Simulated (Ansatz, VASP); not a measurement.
# Cross-check of Ni (Ni(100)-(3x1) missing row) between VASP and Ansatz, part 3 of 3

One calculation is typed for both programs; each brings its own data sets. How far apart do they land? Of the first pair: The structure shown is the start of the Ansatz relaxation below; VASP solves that cell, so the two are compared at the walk's first step.

VASP 6.6.1 and Ansatz 0.2.0.

So far: Starting point; Ansatz: relaxation, PBE with D3(BJ); VASP: single point, PBE with D3(BJ), start cell, pair 1; Side by side.

## 6. VASP: single point, PBE with D3(BJ), relaxed cell, pair 2

Level of this step: PBE with D3(BJ), spin-polarised from a ferromagnetic start; plane waves and PAW (Ni) (VASP).

The same cell, functional, mesh and smearing now go to VASP, with its own data sets.

Input file INCAR:

```
SYSTEM = Ni
PREC = Accurate
ENCUT = 520
EDIFF = 1E-06
NELM = 200
ISMEAR = -1
SIGMA = 0.1
LREAL = .FALSE.
ALGO = Normal
GGA = PE
IVDW = 12
NBANDS = 78
ISPIN = 2
MAGMOM = 0.77 0.74 0.74 0.7 0.7 0.64 0.68 0.71 0.71 0.75 0.75
LASPH = .TRUE.
LMAXMIX = 4
LORBIT = 11
LWAVE = .FALSE.
LCHARG = .FALSE.
ISIF = 2
LDIPOL = .TRUE.
IDIPOL = 3
DIPOL = 0.5 0.5 0.487
LVHAR = .TRUE.
GGA_COMPAT = .FALSE.
NELMDL = -8
KPAR = 2
```

Input file POSCAR:

```
Ni
1.0
    7.4670476093      0.0000000000      0.0000000000
    0.0000000000      2.4890158698      0.0000000000
    0.0000000000      0.0000000000     22.2800000000
Ni
11
Direct
    0.1666666667      0.5000000000      0.3815080790
    0.5000000017      0.5000000000      0.3815080790
    0.8333333317      0.5000000000      0.3815080790
    0.0000000017      0.0000000000      0.4605026930
    0.3333333317      0.0000000000      0.4605026930
    0.6666666667      0.0000000000      0.4605026930
    0.1666666667      0.5000000000      0.5365598326
    0.5057428535      0.5000000000      0.5396228147
    0.8275904798      0.5000000000      0.5396228147
    0.0040999634      0.0000000000      0.6109619242
    0.3292333699      0.0000000000      0.6109619242
```

Input file KPOINTS:

```
Automatic mesh
0
Gamma
4 11 1
0 0 0
```

The projector-augmented-wave data sets are Ni (PBE family, release 64).

Started as:

```sh
$ mpirun -np 2 vasp_std
```

Numbers of over 12 decimals in the logs are rounded to 6 here.

What it wrote:

```text
[... set-up lines as in an earlier step ...]
 entering main loop
       N       E                     dE             d eps       ncg     rms          rms(c)
DAV:   1     0.790179753371E+03    0.79018E+03   -0.46804E+04  5616   0.142E+03
DAV:   2    -0.646910324604E+00   -0.79083E+03   -0.74814E+03  5624   0.322E+02
DAV:   3    -0.632329673034E+02   -0.62586E+02   -0.57474E+02  6084   0.128E+02
DAV:   4    -0.647122283845E+02   -0.14793E+01   -0.14712E+01  6142   0.222E+01
[...]
DAV:  52    -0.549573602139E+02   -0.22463E-05   -0.16398E-08  3704   0.477E-04    0.383E-04
DAV:  53    -0.549573615143E+02   -0.13005E-05   -0.93544E-09  3726   0.303E-04    0.320E-04
DAV:  54    -0.549573621399E+02   -0.62560E-06   -0.25322E-09  3668   0.320E-04
   1 F= -.58372293E+02 E0= -.58042317E+02  d E =-.659952E+00  mag=     7.3281
```

From OUTCAR (step 6):

```text
 Edisp (eV)   -3.41493

  Total      -6.56274    -7.80678    -1.97702     0.00000     0.00000     0.00000
  in kB     -25.39240   -30.20581    -7.64944     0.00000     0.00000     0.00000
  external pressure =      -21.08 kB  Pullay stress =        0.00 kB

 POSITION                                       TOTAL-FORCE (eV/Angst)
 -----------------------------------------------------------------------------------
      1.24451      1.24451      8.50000        -0.000000      0.000000      0.424746
      3.73352      1.24451      8.50000         0.000518      0.000000      0.345701
      6.22254      1.24451      8.50000        -0.000518      0.000000      0.345701
      0.00000      0.00000     10.26000        -0.170655      0.000000     -0.411020
      2.48902      0.00000     10.26000         0.170655      0.000000     -0.411020
      4.97803      0.00000     10.26000        -0.000000      0.000000     -0.289698
      1.24451      1.24451     11.95455        -0.000000      0.000000     -0.014872
      3.77641      1.24451     12.02280         0.007276      0.000000     -0.003598
      6.17966      1.24451     12.02280        -0.007276      0.000000     -0.003598
      0.03061      0.00000     13.61223         0.004172      0.000000      0.008829
      2.45840      0.00000     13.61223        -0.004172      0.000000      0.008829
 -----------------------------------------------------------------------------------
    total drift:                                0.000402     -0.000000      0.004704

  FREE ENERGIE OF THE ION-ELECTRON SYSTEM (eV)
  ---------------------------------------------------
  free  energy   TOTEN  =       -58.3722931260 eV

  energy  without entropy=      -57.7123406706  energy(sigma->0) =      -58.04231690

 magnetization (x)
# of ion       s       p       d       tot
------------------------------------------
    1       -0.002  -0.017   0.758   0.739
    2       -0.003  -0.018   0.729   0.708
    3       -0.003  -0.018   0.729   0.708
    4       -0.007  -0.025   0.687   0.656
    5       -0.007  -0.025   0.687   0.656
    6       -0.008  -0.024   0.631   0.599
    7       -0.008  -0.025   0.669   0.635
    8       -0.007  -0.023   0.698   0.668
    9       -0.007  -0.023   0.698   0.668
   10       -0.003  -0.016   0.741   0.722
   11       -0.003  -0.016   0.741   0.722
--------------------------------------------------
tot         -0.058  -0.230   7.767   7.479

[... 2 parts as in an earlier step ...]

[... 1 further part left out ...]
[key lines of the parts left out:]
E-fermi :  -0.6057
```

## 7. Side by side

What differs besides the data sets and the points named for the pairs above, as far as they apply: the data sets hold 198 valence electrons in Ansatz (on its default PAW (the set named soft_2) files) and 110 in VASP; site moments are counted in spheres of each program's own size. Total energies have different zeros and are not compared.

The two programs side by side:

```csv
quantity,Ansatz,VASP,difference
total moment (μB),7.46,7.33,+0.13
moment on Ni1 (μB),0.77,0.74,+0.03
moment on Ni10 (μB),0.75,0.72,+0.03
moment on Ni11 (μB),0.75,0.72,+0.03
moment on Ni2 (μB),0.74,0.71,+0.03
moment on Ni3 (μB),0.74,0.71,+0.03
moment on Ni9 (μB),0.71,0.67,+0.04
moment on Ni8 (μB),0.71,0.67,+0.04
moment on Ni4 (μB),0.70,0.66,+0.04
"work function, lower of the two faces (eV)",4.63,4.62,+0.01
"work function, higher of the two faces (eV)",4.88,4.87,+0.02
```

Forces on 8 of the 11 atoms, those with the largest forces and the largest differences (eV/Å; atoms numbered as in POSCAR):

```csv
atom,"Ansatz x, y, z","VASP x, y, z"
Ni1,"0.000, 0.000, 0.432","0.000, 0.000, 0.425"
Ni2,"0.001, 0.000, 0.353","0.001, 0.000, 0.346"
Ni3,"-0.001, 0.000, 0.353","-0.001, 0.000, 0.346"
Ni4,"-0.172, 0.000, -0.424","-0.171, 0.000, -0.411"
Ni5,"0.172, 0.000, -0.424","0.171, 0.000, -0.411"
Ni6,"0.000, 0.000, -0.296","0.000, 0.000, -0.290"
Ni7,"0.000, 0.000, -0.008","0.000, 0.000, -0.015"
Ni8,"0.004, 0.000, 0.005","0.007, 0.000, -0.004"
```

The forces differ by 5.1 meV/Å r.m.s., which is 3.1 % of the r.m.s. force of 0.165 eV/Å (both taken over all components). With vacuum in the cell, a pressure given here is an average over mostly empty space and none of the material.

## 8. What came out

- r.m.s. force difference (single point, PBE with D3(BJ), start cell, pair 1): 2.0 % of the r.m.s. force
- r.m.s. force difference (single point, PBE with D3(BJ), relaxed cell, pair 2): 5.1 meV/Å

**Reading.** The r.m.s. force difference is 2.0 % of the r.m.s. force (single point, PBE with D3(BJ), start cell, pair 1), within the 3 % picked in this series as the mark of a large difference. The data sets hold unlike numbers of valence electrons (198 in Ansatz and 110 in VASP), so part of the differences comes from the potentials. How closely two codes agree says nothing of how well the functional describes the real material.

[Lines on the potential files, build, host, timing and source positions are cut from VASP's logs without a mark.]

[Logs are printed without paths, hosts, clocks, repeated set-up lines and the standing remarks that a program may print on its own settings, such as how far it seeks lower states.]

[Hosts, paths, dates, database ids (printed as entryN), source tags and the programs' standing remarks are cut or masked in the printed files.]
